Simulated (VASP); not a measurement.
Here is the system:

```yaml
crystal:
  lattice:
    - [0.00000, 2.14464, 2.14464]
    - [2.14464, 0.00000, 2.14464]
    - [2.14464, 2.14464, 0.00000]
  atoms:
    - { symbol: Mg, position: [0.00000, 0.00000, 0.00000] }
    - { symbol: O, position: [0.50000, 0.50000, 0.50000] }
```

Calculation: RPBE GGA, VASP's PBE PAW potentials (set 64) (plane waves; VASP). Run with 520 eV cut-off, Gaussian smearing of 0.050 eV, potentials Mg O.

Question: Predict the band gap (along the path) with the smallest direct gap where there is one.

Answer: 
```json
{
 "band gap (along the path)": "4.32 eV",
 "smallest direct gap (along the path)": "4.32 eV"
}
```

Total energies compare only between runs with the same potentials, cut-off and functional.

The compound is MgO in the rock salt structure. It was relaxed first, which changed the volume by +6 %.
